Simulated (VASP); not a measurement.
Elastic constants (GPa) of a crystal from LDA (Ceperley-Alder, Perdew-Zunger), VASP's LDA PAW potentials (set 64) (VASP 6.6.1):

```
      xx    yy    zz    yz    xz    xy
--  ----  ----  ----  ----  ----  ----
xx  98.4  17.2  17.2   0.0   0.0   0.0
yy  17.2  98.4  17.2   0.0   0.0   0.0
zz  17.2  17.2  98.4   0.0   0.0   0.0
yz   0.0   0.0   0.0  13.6   0.0   0.0
xz   0.0   0.0   0.0   0.0  13.6   0.0
xy   0.0   0.0   0.0   0.0   0.0  13.6
```

Task: Work out the Voigt, Reuss and Hill moduli, Young's modulus and Poisson's ratio.

Result: All eigenvalues are positive (smallest 13.6 GPa), so the crystal is stable. K_V = (C11+C22+C33+2(C12+C13+C23))/9 = (295.2 + 2×51.6)/9 = 44.3 GPa; G_V = (295.2 − 51.6 + 3×40.8)/15 = 24.4 GPa. From the compliances, K_R = 44.3 GPa and G_R = 18.5 GPa. Hill: K = 44.3 GPa, G = 21.5 GPa, E = 9KG/(3K+G) = 55.4 GPa, ν = (3K−2G)/(2(3K+G)) = 0.291. K/G = 2.06, above Pugh's 1.75; universal anisotropy A^U = 1.58.

Task: With a density of 2.79 g/cm³, what are the mean sound speeds?

Result: v_l = √((K+4G/3)/ρ) = 5.11 km/s and v_t = √(G/ρ) = 2.77 km/s. The crystal is KF (rock salt), cubic.

The compound is KF in the rock salt structure. It was relaxed first, which changed the volume by -10 %.
